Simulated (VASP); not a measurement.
The input files of a VASP run:

POSCAR:
```
AgNO3
1
    2.5277110000     1.4593750000     2.8085060000
   -2.5277110000     1.4593750000     2.8085060000
    0.0000000000    -2.9187490000     2.8085060000
Ag N O
1 1 3
Direct
  0.9980400000   0.9980400000   0.9980400000
  0.5741100000   0.5741100000   0.5741100000
  0.4348750000   0.4348750000   0.8594800000
  0.8594800000   0.4348750000   0.4348750000
  0.4348750000   0.8594800000   0.4348750000
```

### INCAR
```
ENCUT  =  400   # plane-wave cut-off (eV)
LWAVE  =  .FALSE.
GGA  =  PS
ISIF  =  2   # forces and stress, cell fixed
LMAXMIX  =  4   # l cut-off of mixed one-centre charges
LREAL  =  .FALSE.
ISMEAR  =  -1   # Fermi-Dirac
NELM  =  100
LCHARG  =  .FALSE.
LASPH  =  .TRUE.   # aspherical one-centre terms
ALGO  =  Normal   # blocked Davidson
SYSTEM  =  AgNO3
PREC  =  Accurate
SIGMA  =  0.01
EDIFF  =  1E-6   # SCF stop (eV)
```

### KPOINTS
```
kpoints
0
gamma
 6 6 6
```

POTCAR, in this order: Ag N O (PBE.64 set). Program: vasp_std.

**Question.** Write an equivalent input for Quantum ESPRESSO's pw.x.

**Answer.** One equivalent input (not run):
```
&CONTROL
  calculation = 'scf'
  pseudo_dir = './pseudo'
  outdir = './out'
  tprnfor = .true.
  tstress = .true.
/
&SYSTEM
  ibrav = 0
  nat = 5
  ntyp = 3
  ecutwfc = 84
  occupations = 'smearing'
  smearing = 'fermi-dirac'
  degauss = 0.000735
  input_dft = 'pbesol'
/
&ELECTRONS
  conv_thr = 7.3e-08
  electron_maxstep = 100
/
ATOMIC_SPECIES
  Ag 107.868 Ag.upf
  N 14.007 N.upf
  O 15.999 O.upf
CELL_PARAMETERS angstrom
     2.5277110    1.4593750    2.8085060
    -2.5277110    1.4593750    2.8085060
     0.0000000   -2.9187490    2.8085060
ATOMIC_POSITIONS crystal
  Ag   0.9980400  0.9980400  0.9980400
  N    0.5741100  0.5741100  0.5741100
  O    0.4348750  0.4348750  0.8594800
  O    0.8594800  0.4348750  0.4348750
  O    0.4348750  0.8594800  0.4348750
K_POINTS automatic
  6 6 6 0 0 0
```
Limits of the translation: the potentials are each code's own (VASP's PAW set, PseudoDojo norm-conserving files in pw.x), so ENCUT and ecutwfc are chosen apart and not converted; conv_thr bounds pw.x's estimated SCF error, while EDIFF bounds the energy change between steps.

The structure comes from a computed database's AgNO3 entry (R3m); how it stands against other phases isn't given here. The cell was not relaxed at this level.
